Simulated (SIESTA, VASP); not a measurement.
VASP input:

### POSCAR
```
CdTe
1
    4.6332700000     0.0000000000     0.0000000000
   -2.3166350000     4.0125300000     0.0000000000
    0.0000000000     0.0000000000     7.6024300000
Cd Te
2 2
Direct
  0.3333330000   0.6666670000   0.0003600000
  0.6666670000   0.3333330000   0.5003600000
  0.3333330000   0.6666670000   0.3746400000
  0.6666670000   0.3333330000   0.8746400000
```

### INCAR
```
ALGO = Normal
EDIFF = 1E-6
ENCUT = 300
ISIF = 2
ISMEAR = 0
LASPH = .TRUE.
LCHARG = .FALSE.
LMAXMIX = 4
LREAL = .FALSE.
LWAVE = .FALSE.
NELM = 100
PREC = Accurate
SIGMA = 0.01
SYSTEM = CdTe
```

KPOINTS:
```
Automatic mesh
0
Gamma
6 6 3
0 0 0
```

POTCAR, in this order: Cd Te (LDA.64 set). Program: vasp_std.

Task: Translate it to SIESTA.

Result: One input that does it (LDA PW92, numerical atomic orbitals DZP, PseudoDojo LDA standard norm-conserving potentials (rewritten from UPF to PSML)):
```
# files in the folder: Cd.psml Te.psml (PseudoDojo LDA standard)
SystemName  CdTe
SystemLabel CdTe

NumberOfAtoms                4
NumberOfSpecies              2
%block ChemicalSpeciesLabel
  1 48 Cd
  2 52 Te
%endblock ChemicalSpeciesLabel
LatticeConstant              4.633270 Ang
%block LatticeVectors
     1.000000000    0.000000000    0.000000000
    -0.500000000    0.866025507    0.000000000
     0.000000000    0.000000000    1.640834659
%endblock LatticeVectors
AtomicCoordinatesFormat      Ang
%block AtomicCoordinatesAndAtomicSpecies
    -0.000002317    2.675021338    0.002736875  1
     2.316637317    1.337508662    3.803951875  1
    -0.000002317    2.675021338    2.848174375  2
     2.316637317    1.337508662    6.649389375  2
%endblock AtomicCoordinatesAndAtomicSpecies

XC.functional                LDA
XC.authors                   PW92
PAO.BasisSize                DZP
PAO.EnergyShift              0.005 Ry
MeshCutoff                   350 Ry
%block kgrid.MonkhorstPack
    6   0   0  0.0
    0   6   0  0.0
    0   0   3  0.0
%endblock kgrid.MonkhorstPack
OccupationFunction           FD
ElectronicTemperature        10 K

MaxSCFIterations             150
SCF.Mixer.Method             Broyden
SCF.Mixer.Weight             0.25
SCF.Mixer.History            6
SCF.DM.Tolerance             1.0E-05
Diag.ParallelOverK           true
WriteForces                  true
```
Both are inputs of real runs that ended normally. What can't carry over is the choice of potentials or basis and its cut-off, and each code's defaults.

Fixed occupations appear in VASP as a very narrow Gaussian smearing.

VASP's LDA is the Perdew-Zunger fit; the other code's may be Perdew-Wang, which differs slightly.

The structure comes from a computed database's CdTe entry (P6_3mc); how it stands against other phases isn't given here. The cell was not relaxed at this level, and it may have been scaled.
